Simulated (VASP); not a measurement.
Data:

```yaml
crystal:
  lattice:
    - [4.77518, -2.47470, 0.01088]
    - [4.77518, 2.47470, 0.01088]
    - [3.48337, 0.00000, 4.09790]
  atoms:
    - { symbol: Cr, position: [0.84699, 0.84699, 0.84699], spin: -2.8 }
    - { symbol: Cr, position: [0.34699, 0.34699, 0.34699], spin: -2.8 }
    - { symbol: Cr, position: [0.15301, 0.15301, 0.15301], spin: 2.8 }
    - { symbol: Cr, position: [0.65301, 0.65301, 0.65301], spin: 2.8 }
    - { symbol: O, position: [0.44242, 0.05758, 0.75000] }
    - { symbol: O, position: [0.05758, 0.75000, 0.44242] }
    - { symbol: O, position: [0.55758, 0.94242, 0.25000] }
    - { symbol: O, position: [0.25000, 0.55758, 0.94242] }
    - { symbol: O, position: [0.94242, 0.25000, 0.55758] }
    - { symbol: O, position: [0.75000, 0.44242, 0.05758] }
```

These are r2SCAN meta-GGA, VASP's PBE PAW potentials (set 64) (plane waves; VASP) values and carry that method's errors. Settings: 520 eV cut-off, 5×5×5 Γ-centred mesh, Gaussian smearing of 0.050 eV, potentials Cr_pv O.

Question: Predict the cell moment, energy per atom (σ→0).

Answer: 
* **cell moment**: 0.00 μB
* **energy per atom (σ→0)**: -12.041 eV/atom

Question: Give the moment on each site (PAW-sphere projection).

Answer: 
| site | moment (μB) |
|---|---|
| Cr1 | -2.75 |
| Cr2 | -2.75 |
| Cr3 | 2.75 |
| Cr4 | 2.75 |
| O5 | 0.00 |
| O6 | 0.00 |
| O7 | 0.00 |
| O8 | 0.00 |
| O9 | 0.00 |
| O10 | 0.00 |

Total energies compare only between runs with the same potentials, cut-off and functional.

The compound is Cr2O3 in the corundum structure. It was relaxed first. The start is the result of an earlier pass.
